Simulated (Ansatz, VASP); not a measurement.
# Cross-check of Si2W between VASP and Ansatz, part 2 of 2

Aim: how closely do two programs agree when they are given the same cell, functional and k mesh? The cell is taken from a series of runs on this material, whose earlier steps may have relaxed, scaled, displaced or heated it; both programs get it as it stands.

VASP 6.6.1 and Ansatz 0.2.0.

So far: Starting point; Ansatz: zone-centre phonons, PBEsol.

## (3) VASP: zone-centre phonons, PBEsol

Level of this step: PBEsol; plane waves and PAW (Si, W) (VASP).

The same cell, functional, mesh and smearing now go to VASP, with its own data sets.

Lines of VASP's logs that name or quote its potential files are left out, and so is its time.

The input, INCAR:

```
SYSTEM = Si2W
PREC = Accurate
ENCUT = 600
EDIFF = 1E-08
NELM = 120
ISMEAR = 1
SIGMA = 0.2
LREAL = .FALSE.
ALGO = Normal
GGA = PS
NBANDS = 13
LASPH = .TRUE.
LORBIT = 11
LWAVE = .FALSE.
LCHARG = .FALSE.
ISIF = 2
IBRION = 8
GGA_COMPAT = .FALSE.
KPAR = 2
```

The input, POSCAR:

```
Si2W
1.0
   -1.6043100158      1.6043100158      3.8688787525
    1.6043100158     -1.6043100158      3.8688787525
    1.6043100158      1.6043100158     -3.8688787525
Si W
2 1
Direct
    0.3344073639      0.3344073639      0.0000000000
    0.6655926361      0.6655926361      0.0000000000
    0.0000000000      0.0000000000      0.0000000000
```

The input, KPOINTS:

```
Automatic mesh
0
Gamma
20 20 20
0 0 0
```

Potentials, in the order of the species: Si and W (PBE family, release 64).

Started as:

```bash
$ mpirun -np 2 vasp_std
```

Numbers of over 12 decimals in the logs are rounded to 6 here.

The log of the run:

```text
[banner, memory and clock lines left out]
running    2 mpi-ranks, on    1 nodes
 distrk:  each k-point on    1 cores,    2 groups
 distr:  one band on    1 cores,    1 groups

 POSCAR found type information on POSCAR SiW
 POSCAR found :  2 types and       3 ions
|                                                                             |
|               ----> ADVICE to this user running VASP <----                  |
|                                                                             |
|     You enforced a specific xc type in the INCAR file but a different       |
|     [... a line on the potential file left out ...]
|     I HOPE YOU KNOW WHAT YOU ARE DOING!                                     |
|                                                                             |

 LDA part: xc-table for (Slater+PW92), standard interpolation
 POSCAR, INCAR and KPOINTS ok, starting setup
 FFT: planning ... GRIDC
 FFT: planning ... GRID_SOFT
 FFT: planning ... GRID
 WAVECAR not read
 entering main loop
       N       E                     dE             d eps       ncg     rms          rms(c)
DAV:   1     0.330619717868E+02    0.33062E+02   -0.66095E+03 16666   0.106E+03
DAV:   2    -0.247606703408E+02   -0.57823E+02   -0.52797E+02 20202   0.203E+02
DAV:   3    -0.275621914977E+02   -0.28015E+01   -0.27015E+01 22885   0.353E+01
DAV:   4    -0.276051601373E+02   -0.42969E-01   -0.42891E-01 19784   0.492E+00
DAV:   5    -0.276058327746E+02   -0.67264E-03   -0.67240E-03 23769   0.536E-01    0.269E+01
DAV:   6    -0.268636184446E+02    0.74221E+00   -0.20426E+00 24932   0.910E+00    0.114E+01
DAV:   7    -0.267421442278E+02    0.12147E+00   -0.18813E-01 18975   0.291E+00    0.549E+00
DAV:   8    -0.267184841840E+02    0.23660E-01   -0.36168E-02 21806   0.136E+00    0.520E-01
DAV:   9    -0.267182564822E+02    0.22770E-03   -0.18690E-03 19883   0.298E-01    0.277E-01
DAV:  10    -0.267182241625E+02    0.32320E-04   -0.27879E-04 21037   0.106E-01    0.489E-02
DAV:  11    -0.267182100226E+02    0.14140E-04   -0.40223E-05 20963   0.458E-02    0.191E-02
DAV:  12    -0.267182101282E+02   -0.10554E-06   -0.15264E-06 20685   0.947E-03    0.755E-03
DAV:  13    -0.267182099741E+02    0.15412E-06   -0.13035E-07 20653   0.259E-03    0.133E-03
DAV:  14    -0.267182099531E+02    0.20998E-07   -0.65637E-09 13195   0.584E-04    0.353E-04
DAV:  15    -0.267182099541E+02   -0.99135E-09   -0.68252E-10 10838   0.260E-04
   1 F= -.26718210E+02 E0= -.26718535E+02  d E =0.974803E-03
 Linear response reoptimize wavefunctions to high precision
DAV:   1    -0.267182099612E+02   -0.71773E-08   -0.12322E-10 13035   0.948E-05
DAV:   2    -0.267182099612E+02   -0.38654E-11   -0.21385E-11 10198   0.475E-05
 Linear response DOF=           4
 Linear response progress:
  Degree of freedom:   1/  4
       N       E                     dE             d eps       ncg     rms          rms(c)
RMM:   1    -0.180481922767E-01   -0.18048E-01    0.15168E-02136262   0.894E-01
RMM:   2    -0.166243090682E-01    0.14239E-02   -0.64823E-04 88534   0.216E-01    0.942E-02
RMM:   3    -0.166987499572E-01   -0.74441E-04   -0.14268E-04 89139   0.612E-02    0.514E-02
RMM:   4    -0.168566079875E-01   -0.15786E-03   -0.91365E-05 88690   0.459E-02    0.118E-02
RMM:   5    -0.168403233370E-01    0.16285E-04   -0.11919E-06 92671   0.922E-03    0.117E-03
RMM:   6    -0.168457490453E-01   -0.54257E-05   -0.20346E-07 93552   0.168E-03    0.688E-04
RMM:   7    -0.168451374784E-01    0.61157E-06    0.21592E-08 94972   0.385E-04    0.626E-05
RMM:   8    -0.168455966380E-01   -0.45916E-06   -0.10991E-08 96210   0.126E-04    0.160E-05
RMM:   9    -0.168455630143E-01    0.33624E-07    0.10528E-10 99204   0.318E-05    0.268E-06
RMM:  10    -0.168455700348E-01   -0.70205E-08   -0.52718E-09 99511   0.122E-05    0.108E-06
 first order change of Fermi-energy   0.17541E-04
 force on displaced ion       1 direction 1 :  -8.920  -0.000  -0.000
 Linear response progress:
  Degree of freedom:   2/  4
       N       E                     dE             d eps       ncg     rms          rms(c)
RMM:   1    -0.251729940914E-01   -0.25173E-01    0.38520E-02 42076   0.110E+00
RMM:   2    -0.224458878048E-01    0.27271E-02   -0.11505E-03 26797   0.280E-01    0.146E-01
RMM:   3    -0.224414116325E-01    0.44762E-05   -0.43475E-04 26929   0.101E-01    0.950E-02
RMM:   4    -0.225340624729E-01   -0.92651E-04   -0.67274E-05 27959   0.397E-02    0.375E-02
RMM:   5    -0.225691458969E-01   -0.35083E-04   -0.35813E-06 28126   0.970E-03    0.123E-02
RMM:   6    -0.225717079503E-01   -0.25621E-05   -0.44967E-07 28195   0.320E-03    0.187E-03
RMM:   7    -0.225700593517E-01    0.16486E-05   -0.10952E-07 28816   0.117E-03    0.610E-04
RMM:   8    -0.225699641706E-01    0.95181E-07    0.34203E-09 29582   0.231E-04    0.111E-04
RMM:   9    -0.225702559586E-01   -0.29179E-06   -0.92796E-10 29189   0.801E-05    0.133E-05
RMM:  10    -0.225702246069E-01    0.31352E-07    0.27491E-09 30592   0.210E-05    0.454E-06
RMM:  11    -0.225702258209E-01   -0.12141E-08   -0.43412E-10 28943   0.112E-05    0.127E-06
 first order change of Fermi-energy  -0.44399E+00
 force on displaced ion       1 direction 3 :   0.000   0.000 -15.272
 Linear response progress:
  Degree of freedom:   3/  4
       N       E                     dE             d eps       ncg     rms          rms(c)
RMM:   1    -0.120908867914E+00   -0.12091E+00   -0.10400E-01 59221   0.179E+00
RMM:   2    -0.119820765813E+00    0.10881E-02   -0.13458E-03 47270   0.262E-01    0.155E-01
RMM:   3    -0.119451304345E+00    0.36946E-03   -0.20340E-04 48475   0.804E-02    0.881E-02
RMM:   4    -0.119554837678E+00   -0.10353E-03   -0.25378E-04 47914   0.927E-02    0.122E-02
RMM:   5    -0.119544485530E+00    0.10352E-04   -0.71385E-06 51719   0.173E-02    0.350E-03
RMM:   6    -0.119549961938E+00   -0.54764E-05   -0.13984E-07 51020   0.222E-03    0.825E-04
RMM:   7    -0.119549532111E+00    0.42983E-06   -0.12468E-08 52734   0.575E-04    0.125E-04
RMM:   8    -0.119549440399E+00    0.91712E-07   -0.46820E-09 52892   0.136E-04    0.337E-05
RMM:   9    -0.119549199903E+00    0.24050E-06   -0.45752E-09 54428   0.499E-05    0.614E-06
RMM:  10    -0.119549153424E+00    0.46479E-07    0.17490E-09 55464   0.253E-05    0.266E-06
RMM:  11    -0.119549175187E+00   -0.21763E-07   -0.59468E-09 54022   0.196E-05    0.150E-07
RMM:  12    -0.119549175491E+00   -0.30347E-09   -0.33980E-09 37370   0.156E-05    0.707E-08
 first order change of Fermi-energy  -0.85531E-03
 force on displaced ion       3 direction 1 : -11.119  -0.000   0.000
 Linear response progress:
  Degree of freedom:   4/  4
       N       E                     dE             d eps       ncg     rms          rms(c)
RMM:   1    -0.138010990529E+00   -0.13801E+00   -0.12697E-01 32523   0.187E+00
RMM:   2    -0.133712532843E+00    0.42985E-02   -0.20945E-03 25852   0.315E-01    0.185E-01
RMM:   3    -0.133076463148E+00    0.63607E-03   -0.67905E-04 26812   0.127E-01    0.989E-02
RMM:   4    -0.133126374281E+00   -0.49911E-04   -0.30156E-04 26763   0.962E-02    0.263E-02
RMM:   5    -0.133183280725E+00   -0.56906E-04   -0.39190E-05 26997   0.369E-02    0.698E-03
RMM:   6    -0.133190995303E+00   -0.77146E-05   -0.65147E-07 29219   0.488E-03    0.156E-03
RMM:   7    -0.133184779686E+00    0.62156E-05   -0.96269E-08 27845   0.149E-03    0.226E-04
RMM:   8    -0.133185383878E+00   -0.60419E-06   -0.30628E-09 29265   0.295E-04    0.981E-05
RMM:   9    -0.133185452596E+00   -0.68718E-07   -0.70602E-10 29887   0.719E-05    0.427E-05
RMM:  10    -0.133185378567E+00    0.74029E-07   -0.20768E-09 29959   0.334E-05    0.358E-06
RMM:  11    -0.133185395626E+00   -0.17058E-07   -0.17237E-11 30667   0.185E-05    0.127E-06
RMM:  12    -0.133185396781E+00   -0.11552E-08   -0.19398E-09 23627   0.146E-05    0.259E-07
 first order change of Fermi-energy   0.51170E-03
 force on displaced ion       3 direction 3 :  -0.000  -0.000 -16.131
 Linear response finished
```

OUTCAR, selected parts (step 3):

```text
ion  position               nearest neighbor table
   1  0.334  0.334  0.000-   2 2.56   3 2.59   3 2.61   3 2.61   3 2.61   3 2.61   2 2.62   2 2.62
                             2 2.62   2 2.62
   2  0.666  0.666  0.000-   1 2.56   3 2.59   3 2.61   3 2.61   3 2.61   3 2.61   1 2.62   1 2.62
                             1 2.62   1 2.62
   3  0.000  0.000  0.000-   1 2.59   2 2.59   2 2.61   2 2.61   2 2.61   1 2.61   1 2.61   1 2.61
                             2 2.61   1 2.61

  LATTYP: Found a body centered tetragonal cell.
 ALAT       =     3.2086200316
 C/A-ratio  =     2.4115530754

 Subroutine GETGRP returns: Found 16 space group operations
 (whereof 16 operations were pure point group operations)

The static configuration has the point symmetry D_4h.

 Found    641 irreducible k-points:

   k-points           NKPTS =    641   k-points in BZ     NKDIM =    641   number of bands    NBANDS=     13

   dimension x,y,z NGX =    36 NGY =   36 NGZ =   36
   dimension x,y,z NGXF=    72 NGYF=   72 NGZF=   72

   ENCUT  =  600.0 eV  44.10 Ry    6.64 a.u.   8.96  8.96  8.96*2*pi/ulx,y,z

   NELECT =      14.0000    total number of electrons

 k-points in reciprocal lattice and weights: Automatic mesh
   0.00000000  0.00000000  0.00000000       0.000
   0.05000000  0.00000000  0.00000000       0.001
   0.10000000 -0.00000000  0.00000000       0.001
   0.15000000 -0.00000000  0.00000000       0.001
   0.20000000 -0.00000000  0.00000000       0.001
   0.25000000  0.00000000  0.00000000       0.001
   0.30000000 -0.00000000  0.00000000       0.001
   0.35000000  0.00000000  0.00000000       0.001
   0.40000000  0.00000000  0.00000000       0.001
[...]
-0.45000000 -0.45000000  0.45000000       0.000
   0.50000000  0.50000000  0.50000000       0.000

 average (electrostatic) potential at core
       1 -78.8774       2 -78.8774       3 -34.4193

  Total       -0.0653959     -0.0653959      1.3176832      0.0000000      0.0000000      0.0000000
  in kB       -2.6305048     -2.6305048     53.0029305      0.0000000      0.0000000      0.0000000
  external PRESSURE =      15.9139736 kB  Pullay stress =       0.0000000 kB

  energy-cutoff  :      600.00
  volume of cell :       39.83
      direct lattice vectors                 reciprocal lattice vectors
    -1.604310016  1.604310016  3.868878753     0.000000000  0.311660462  0.129236410
     1.604310016 -1.604310016  3.868878753     0.311660462  0.000000000  0.129236410
     1.604310016  1.604310016 -3.868878753     0.311660462  0.311660462  0.000000000

 POSITION                                       TOTAL-FORCE (eV/Angst)
 -----------------------------------------------------------------------------------
      0.00000      0.00000      2.58756        -0.000000     -0.000000      0.003465
      0.00000      0.00000      5.15019         0.000000      0.000000     -0.003465
      0.00000      0.00000      0.00000         0.000000      0.000000     -0.000000
 -----------------------------------------------------------------------------------
    total drift:                                0.000000      0.000000     -0.000000

 Eigenvectors and eigenvalues of the dynamical matrix
 ----------------------------------------------------

   1 f  =   13.986115 THz    87.877351 2PiTHz  466.526574 cm-1    57.841897 meV
             X         Y         Z           dx          dy          dz
      0.000000  0.000000  2.587563    -0.000000    0.000000    0.707107
      0.000000  0.000000  5.150194     0.000000    0.000000   -0.707107
      0.000000  0.000000  0.000000    -0.000000    0.000000    0.000000

   2 f  =   10.338018 THz    64.955681 2PiTHz  344.839150 cm-1    42.754586 meV
             X         Y         Z           dx          dy          dz
      0.000000  0.000000  2.587563     0.646535   -0.286344   -0.000000
      0.000000  0.000000  5.150194    -0.646535    0.286344    0.000000
      0.000000  0.000000  0.000000    -0.000000    0.000000    0.000000

   3 f  =   10.338018 THz    64.955681 2PiTHz  344.839150 cm-1    42.754586 meV
             X         Y         Z           dx          dy          dz
      0.000000  0.000000  2.587563    -0.286344   -0.646535   -0.000000
      0.000000  0.000000  5.150194     0.286344    0.646535    0.000000
      0.000000  0.000000  0.000000    -0.000000    0.000000    0.000000

   4 f  =    9.571962 THz    60.142411 2PiTHz  319.286283 cm-1    39.586436 meV
             X         Y         Z           dx          dy          dz
      0.000000  0.000000  2.587563     0.000000    0.000000   -0.618854
      0.000000  0.000000  5.150194     0.000000    0.000000   -0.618854
      0.000000  0.000000  0.000000     0.000000   -0.000000    0.483776

   5 f  =    7.946441 THz    49.928963 2PiTHz  265.064747 cm-1    32.863825 meV
             X         Y         Z           dx          dy          dz
      0.000000  0.000000  2.587563    -0.618837   -0.000000    0.000000
      0.000000  0.000000  5.150194    -0.618837    0.000000    0.000000
      0.000000  0.000000  0.000000     0.483819    0.000000    0.000000

   6 f  =    7.946441 THz    49.928963 2PiTHz  265.064747 cm-1    32.863825 meV
             X         Y         Z           dx          dy          dz
      0.000000  0.000000  2.587563    -0.000000    0.618837    0.000000
      0.000000  0.000000  5.150194    -0.000000    0.618837    0.000000
      0.000000  0.000000  0.000000     0.000000   -0.483819   -0.000000

   7 f/i=    0.000198 THz     0.001243 2PiTHz    0.006598 cm-1     0.000818 meV
             X         Y         Z           dx          dy          dz
      0.000000  0.000000  2.587563    -0.000000    0.000000    0.342082
      0.000000  0.000000  5.150194    -0.000000    0.000000    0.342082
      0.000000  0.000000  0.000000    -0.000000    0.000000    0.875192

   8 f/i=    0.000553 THz     0.003478 2PiTHz    0.018462 cm-1     0.002289 meV
             X         Y         Z           dx          dy          dz
      0.000000  0.000000  2.587563     0.072747   -0.334288    0.000000
      0.000000  0.000000  5.150194     0.072747   -0.334288    0.000000
      0.000000  0.000000  0.000000     0.186096   -0.855153    0.000000

   9 f/i=    0.000553 THz     0.003478 2PiTHz    0.018462 cm-1     0.002289 meV
             X         Y         Z           dx          dy          dz
      0.000000  0.000000  2.587563     0.334288    0.072747   -0.000000
      0.000000  0.000000  5.150194     0.334288    0.072747   -0.000000
      0.000000  0.000000  0.000000     0.855153    0.186096   -0.000000

 ELASTIC MODULI CONTR FROM IONIC RELAXATION (kBar)
 Direction    XX          YY          ZZ          XY          YZ          ZX
 --------------------------------------------------------------------------------
 XX         -22.4449    -22.4449    -24.4916      0.0000      0.0000      0.0000
 YY         -22.4449    -22.4449    -24.4916      0.0000      0.0000      0.0000
 ZZ         -24.4916    -24.4916    -26.7250      0.0000      0.0000      0.0000
 XY           0.0000      0.0000      0.0000      0.0000      0.0000      0.0000
 YZ           0.0000      0.0000      0.0000      0.0000    -29.6643     -0.0000
 ZX           0.0000      0.0000      0.0000      0.0000     -0.0000    -10.7474
 --------------------------------------------------------------------------------
```

Energies printed during the response cycles are not total energies of the cell. The data set W keeps the semicore shell frozen, which is cheaper and a little less accurate.

## (4) Side by side

Known differences besides the potentials themselves: the data sets hold 22 valence electrons in Ansatz (on its PAW soft_1 files) and 14 in VASP; the cutoff is 420 eV in Ansatz and 600 eV in VASP; Ansatz makes its cores anew for this functional, VASP keeps those of its PBE data sets. Total energies have different zeros and are not compared.

Both answers:

```
                  quantity  Ansatz   VASP  difference
optical mode 1 to 2 (cm⁻¹)   262.9  265.1     -0.83 %
     optical mode 3 (cm⁻¹)   317.2  319.3     -0.65 %
optical mode 4 to 5 (cm⁻¹)   342.7  344.8     -0.63 %
     optical mode 6 (cm⁻¹)   463.9  466.5     -0.57 %
```

Modes are paired by rising frequency, not by their patterns, so a pair may set unlike modes beside each other; they are those without the splitting of longitudinal modes.

## (5) What came out

| Property | Result |
| --- | --- |
| r.m.s. difference of the optical zone-centre modes, each program's sorted by frequency (zone-centre phonons, PBEsol) | 2.3 cm⁻¹ |
| difference in optical mode 1 to 2 (zone-centre phonons, PBEsol) | -0.8 % |

What this shows: The r.m.s. difference of the optical zone-centre modes, each program's sorted by frequency is 2.3 cm⁻¹ (zone-centre phonons, PBEsol). The data sets hold unlike numbers of valence electrons (22 in Ansatz and 14 in VASP), so part of the differences comes from the potentials. Among the rows given in per cent, the largest difference of the zone-centre phonons, PBEsol pair is in optical mode 1 to 2, -0.8 %. How closely two codes agree says nothing of how well the functional describes the real material.

[Lines on the potential files, build, host, timing and source positions are cut from VASP's logs without a mark.]

[Logs are printed without paths, hosts, clocks, repeated set-up lines and the standing remarks that a program may print on its own settings, such as how far it seeks lower states.]

[Hosts, paths, dates, database ids (printed as entryN), source tags and the programs' standing remarks are cut or masked in the printed files.]
